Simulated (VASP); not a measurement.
All values below come from LDA (Ceperley-Alder, Perdew-Zunger), VASP's LDA PAW potentials (set 64) (plane waves; VASP).

The input files of a VASP run:

### KPOINTS
```
Automatic mesh
0
Gamma
7 7 7
0 0 0
```

### INCAR
```
SYSTEM = Al3Sc
PREC = Accurate; ENCUT = 400; LREAL = .FALSE.
LASPH = .TRUE.
EDIFF = 1E-6; NELM = 100; ALGO = Normal
LMAXMIX = 4
ISMEAR = 1; SIGMA = 0.1
IBRION = 2; NSW = 60; ISIF = 3
EDIFFG = -0.02
LWAVE = .FALSE.; LCHARG = .FALSE.
```

### POSCAR
```
Al3Sc
1
    4.0303545130    -0.0000000000    -0.0000000000
   -0.0000000000     4.0303545130     0.0000000000
   -0.0000000000     0.0000000000     4.0303545130
Sc Al
1 3
Direct
  0.0000000000   0.0000000000   0.0000000000
  0.0000000000   0.5000000000   0.5000000000
  0.5000000000   0.0000000000   0.5000000000
  0.5000000000   0.5000000000   0.0000000000
```

POTCAR, in this order: Sc_sv Al (LDA.64 set). Program: vasp_std.

What will the output report for the number of irreducible k-points (NKPTS), largest plane-wave count, number of space-group operations, FFT grid (NGX, NGY, NGZ)?

The number of irreducible k-points (NKPTS) comes out as 20 and the largest plane-wave count is 1213. The number of space-group operations is 48 and the FFT grid (NGX, NGY, NGZ) comes out as 28 × 28 × 28.

The compound is Al3Sc in the L1_2 structure. This run relaxes it. Symmetry was kept, so distortions that lower it aren't found. The start is the result of an earlier pass.
